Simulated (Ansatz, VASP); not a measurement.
One calculation of SrAl5, two programs

INCAR

```
ALGO = Normal
EDIFF = 1E-7
ENCUT = 520
GGA = PE
ISIF = 2
ISMEAR = 0
LASPH = True
LCHARG = False
LREAL = False
LWAVE = False
NBANDS = 22
NELM = 80
PREC = Accurate
SIGMA = 0.1
```

Contents of KPOINTS:

```
k-points
0
Gamma
  4 4 4
```

File POSCAR:

```
SrAl5
1.0
    0.0000000000      3.9167385900      3.9167385900
    3.9167385900      0.0000000000      3.9167385900
    3.9167385900      3.9167385900      0.0000000000
Sr Al
1 5
Direct
    0.5000000000      0.5000000000      0.5000000000
    0.1544964500      0.1544964500      0.1544964500
    0.1544964500      0.1544964500      0.5365106400
    0.1544964500      0.5365106400      0.1544964500
    0.5365106400      0.1544964500      0.1544964500
    0.7500000000      0.7500000000      0.7500000000
```

Input for Ansatz:

```yaml
crystal:
  lattice:
    - [0.0, 3.91673859, 3.91673859]
    - [3.91673859, 0.0, 3.91673859]
    - [3.91673859, 3.91673859, 0.0]
  atoms:
    - { symbol: Sr, position: [0.5, 0.5, 0.5] }
    - { symbol: Al, position: [0.15449645, 0.15449645, 0.15449645] }
    - { symbol: Al, position: [0.15449645, 0.15449645, 0.53651064] }
    - { symbol: Al, position: [0.15449645, 0.53651064, 0.15449645] }
    - { symbol: Al, position: [0.53651064, 0.15449645, 0.15449645] }
    - { symbol: Al, position: [0.75, 0.75, 0.75] }
basis:
  ecutwfc: 420
kpoints:
  mp_grid: { grid: [4, 4, 4] }
hamiltonian:
  xc: pbe
scf:
  occupations: { method: gaussian, width: 0.1 }
  lower_state_search: "off"
output:
  forces: true
  stress: true
  eigenvalues: true
```

Alike in both runs: task single point; functional PBE; k mesh 4 × 4 × 4; occupations gaussian, width 0.1 eV; no spin polarisation.

```csv
,VASP,Ansatz
version,VASP 6.6.1,Ansatz 0.2.0
potentials or method,"VASP PAW PBE potentials, release 64 (Sr_sv, Al)","scalar-relativistic, plane waves, PAW"
plane-wave cutoff (eV),520,420
valence electrons in the cell,25,25
```

```tsv
	VASP	Ansatz	Ansatz less VASP
gap on the k mesh at the Fermi level (eV)	none	none	-
pressure (GPa)	24.9	24.7	-0.15
rms of the force components (eV/Å)	5.637	5.622	-0.0146
```

Atom by atom the forces differ by 0.015 eV/Å (rms over components). A gap of «none» marks a metal or a gap that the smearing closes.

Caveats: so large a pressure means that the cell lies far from this level's equilibrium, or that cutoff or potentials fall short (VASP); forces of over 1 eV/Å show positions far from the minimum, so gaps and moduli don't describe the material at rest.
